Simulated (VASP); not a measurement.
CuZn (CsCl type): the cohesive energy from VASP (plane waves, PAW) at several levels of theory. Atoms are spin-polarised in a large box without symmetry, with the spin fixed by Hund's rule, and may not be in the lowest state of each functional; no zero-point energy is added.

```csv
level,cohesive energy (eV/atom)
LDA,3.30
PBE,2.38
PBEsol,2.90
RPBE,1.95
revTPSS,2.93
r2SCAN,2.76
```

The cell of the LDA run:

```
CELL_PARAMETERS angstrom
      2.87595     0.00000     0.00000
      0.00000     2.87595     0.00000
      0.00000     0.00000     2.87595
ATOMIC_POSITIONS crystal
  Zn 0.50000 0.50000 0.50000
  Cu 0.00000 0.00000 0.00000
```

Only levels that ran to the end are used. Left out are those held back, those with too coarse a band path, GW runs whose mesh misses a band edge, hybrids' fits of cells that aren't cubic and levels without matching references; a question may draw on a part of the rest.
